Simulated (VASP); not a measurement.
Here is a VASP 6.6.1 calculation.

INCAR

```
SYSTEM = PdAu25
ALGO = Fast ; EDIFF = 1E-6
ENCUT = 520 ; GGA = PE
ISIF = 2 ; ISMEAR = 0
LASPH = .True. ; LCHARG = .True.
LELF = .True. ; LREAL = Auto
LVHAR = .True. ; LWAVE = .False.
NBANDS = 162 ; NELM = 100
PREC = Accurate ; SIGMA = 0.1
```

File KPOINTS:

```
k-points
0
Gamma
  3 3 3
  0 0 0
```

Contents of POSCAR:

```
PdAu25
1.0
    0.0000000000      6.2371699120     -6.2371699120
    6.2371699120      6.2371699120      0.0000000000
    6.2371699120      0.0000000000     -6.2371699120
Pd Au
1 25
Direct
    0.6666667028     -0.0011522053      0.6666667028
    0.6666667028      0.6647074809      0.6666667028
    0.3339877748      1.0007666278      0.6663449222
    0.3429506539      0.3300908151      0.6673812897
    0.3390273201      0.6613682260      0.6667846249
   -0.0096173426      0.0070894333      0.6659520357
   -0.0056939286      0.3338469257      0.6665486204
   -0.0006544635      0.6677659994      0.6669884032
    0.6663449222      1.0007666278      0.3339877748
    0.6673812897      0.3300908151      0.3429506539
    0.6667846249      0.6613682260      0.3390273201
    0.3331302545      0.0002416160      0.3331302545
    0.3339689361      0.3330784682      0.3339689361
    0.3349437372      0.6649257690      0.3349437372
   -0.0028928184      0.0005912938      0.3362262099
   -0.0054661811      0.3336509233      0.3387995725
   -0.0007302992      0.6660964923      0.3340636906
    0.6659520357      0.0070894333     -0.0096173426
    0.6665486204      0.3338469257     -0.0056939286
    0.6669884032      0.6677659994     -0.0006544635
    0.3362262099      0.0005912938     -0.0028928184
    0.3387995725      0.3336509233     -0.0054661811
    0.3340636906      0.6660964923     -0.0007302992
   -0.0016103457      0.0014799982     -0.0016103457
    0.0002030568      0.3331688136      0.0002030568
   -0.0006356248      0.6676830291     -0.0006356248
```

Potentials or basis: VASP PAW PBE potentials, release 64 (Pd, Au).

Command:

```sh
$ cat potpaw_PBE.64/Pd/POTCAR potpaw_PBE.64/Au/POTCAR > POTCAR
$ mpirun -np 1 vasp_std > vasp.out
```

Problem. What does it give for the pressure?

Solution. -2.8 GPa.

Problem. What does it give for the largest force?

Solution. 0.007 eV/Å.

Problem. Estimate the band gap on the k mesh.

Solution. None (metal or under the smearing width).

Stress tensor (GPa, compression positive):
```
-2.75  0.01  0.00
 0.01 -2.75  0.00
 0.00  0.00 -2.94
```

Spin-orbit coupling is left out, which matters for the levels of Au.
